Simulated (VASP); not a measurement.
Given:

```xyz
2
Lattice="0.0000 3.0729 3.0729 3.0729 0.0000 3.0729 3.0729 3.0729 0.0000" Properties=species:S:1:pos:R:3 pbc="T T T"
Hg     3.0729     0.0000     3.0729
Se     1.5365     1.5365     1.5365
```

The numbers are results of PBEsol GGA, VASP's PBE PAW potentials (set 64) (plane waves; VASP), not measurements. Numerical set-up: 400 eV cut-off, Gaussian smearing of 0.050 eV, potentials Hg Se.

**Question.** Give the energies of bands 2 to 11 at the high-symmetry points, in eV from the Fermi level.

**Answer.** 
```json
[
 {"band": "2", "Γ": "-6.99", "X": "-6.83", "U": "-6.77", "L": "-6.83", "W": "-6.71"},
 {"band": "3", "Γ": "-6.99", "X": "-6.51", "U": "-6.60", "L": "-6.83", "W": "-6.62"},
 {"band": "4", "Γ": "-6.99", "X": "-6.51", "U": "-6.44", "L": "-6.25", "W": "-6.36"},
 {"band": "5", "Γ": "-6.29", "X": "-6.18", "U": "-6.24", "L": "-6.25", "W": "-6.34"},
 {"band": "6", "Γ": "-6.29", "X": "-5.95", "U": "-5.80", "L": "-5.99", "W": "-5.72"},
 {"band": "7", "Γ": "-1.07", "X": "-4.98", "U": "-5.12", "L": "-5.36", "W": "-5.17"},
 {"band": "8", "Γ": "0.00", "X": "-2.20", "U": "-2.77", "L": "-0.93", "W": "-2.62"},
 {"band": "9", "Γ": "0.00", "X": "-2.20", "U": "-1.80", "L": "-0.93", "W": "-2.33"},
 {"band": "10", "Γ": "0.00", "X": "2.69", "U": "2.84", "L": "1.03", "W": "3.50"},
 {"band": "11", "Γ": "5.46", "X": "2.94", "U": "4.40", "L": "6.19", "W": "5.06"}
]
```

It has no gap at this level: it comes out as a metal or semimetal.

The structure was generated: HgSe was put into the zinc blende type (F-43m), which need not be its known phase. It was relaxed first, which changed the volume by +18 %.
